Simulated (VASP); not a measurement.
# Sn3P2: relaxation of cell and atoms with PBE

Sn3P2:

```xyz
5
Lattice="2.0420 1.1790 8.4190 -2.0420 1.1790 8.4190 0.0000 -2.3579 8.4190" Properties=species:S:1:pos:R:3 pbc="T T T"
Sn    0.0000    0.0000    5.3980
Sn    0.0000    0.0000   19.8590
Sn    0.0000    0.0000    0.0000
P     0.0000    0.0000   15.1480
P     0.0000    0.0000   10.1090
```

The cell was built by a generator and needn't be a form met in nature.

- Program: VASP 6.6.1
- Task: relaxation of cell and atoms
- Functional: PBE
- Potentials or basis: VASP PAW PBE potentials, release 64 (Sn_d, P)
- Cutoff: 520 eV
- k mesh: 8 × 8 × 8
- Occupations: gaussian, width 0.1 eV
- Spin: no spin polarisation
- Further INCAR settings: ALGO = Normal; EDIFF = 1e-06; IBRION = 2; EDIFFG = -0.01; NSW = 90; ISIF = 3

```json
{
  "Relaxed volume": "24.42 Å³/atom",
  "Relaxed cell": "a = 8.895 Å, b = 8.895 Å, c = 8.895 Å, α = 26.34°, β = 26.34°, γ = 26.34°",
  "Space group after relaxing (to 0.05 Å)": "R-3m (No. 166)",
  "Energy gained by relaxing": "2.9 meV/atom",
  "Ionic steps": "10",
  "Pressure after relaxing": "0.0 GPa",
  "Largest force after relaxing": "0.004 eV/Å",
  "Band gap on the k mesh": "none (metal or under the smearing width)"
}
```

Forces in eV/Å, atoms in the order of the input:
```
Sn   0.000  0.000 -0.003
Sn   0.000  0.000  0.003
Sn   0.000  0.000  0.000
P    0.000  0.000 -0.004
P    0.000  0.000  0.004
```

The path:
| step | energy change (eV) | largest force (eV/Å) | pressure (GPa) | volume (Å³) |
| --- | --- | --- | --- | --- |
| 1 | 0.0000 | 0.2008 | 0.51 | 121.61 |
| 2 | -0.0075 | 0.0685 | -0.28 | 122.98 |
| 3 | -0.0077 | 0.0436 | -0.43 | 123.24 |
| 4 | -0.0126 | 0.0125 | -0.25 | 122.66 |
| 5 | -0.0142 | 0.0312 | -0.09 | 122.20 |
| 6 | -0.0142 | 0.0350 | -0.09 | 122.13 |
| 7 | -0.0142 | 0.0364 | -0.05 | 122.11 |
| 8 | -0.0144 | 0.0150 | 0.04 | 121.95 |
| 9 | -0.0144 | 0.0122 | 0.07 | 121.93 |
| 10 | -0.0145 | 0.0041 | 0.00 | 122.11 |

Final structure:
```
CELL_PARAMETERS angstrom
2.02663 1.17008 8.58210
-2.02663 1.17008 8.58210
0.00000 -2.34016 8.58210
ATOMIC_POSITIONS crystal
Sn 0.21288 0.21288 0.21288
Sn 0.78712 0.78712 0.78712
Sn 0.00000 0.00000 0.00000
P 0.60022 0.60022 0.60022
P 0.39978 0.39978 0.39978
```

Levels at points of the mesh, in eV from the Fermi level:
```csv
k point,band 24,band 25,band 26,band 27,band 28,band 29
"(0.00, 0.00, 0.00)",-1.49,-0.07,0.14,1.46,1.46,2.01
"(0.50, 0.00, 0.00)",-2.56,-1.97,-1.67,-0.49,1.88,1.92
"(0.50, 0.50, 0.00)",-3.09,-2.29,-0.27,-0.12,0.66,2.06
"(0.50, 0.50, 0.50)",-1.49,-1.19,0.25,1.03,1.03,1.94
```

Wall time 16 min on 4 MPI ranks on Intel(R) Xeon(R) Platinum 8559C (Emerald Rapids), on a shared host, peak memory 0.91 GiB a rank.
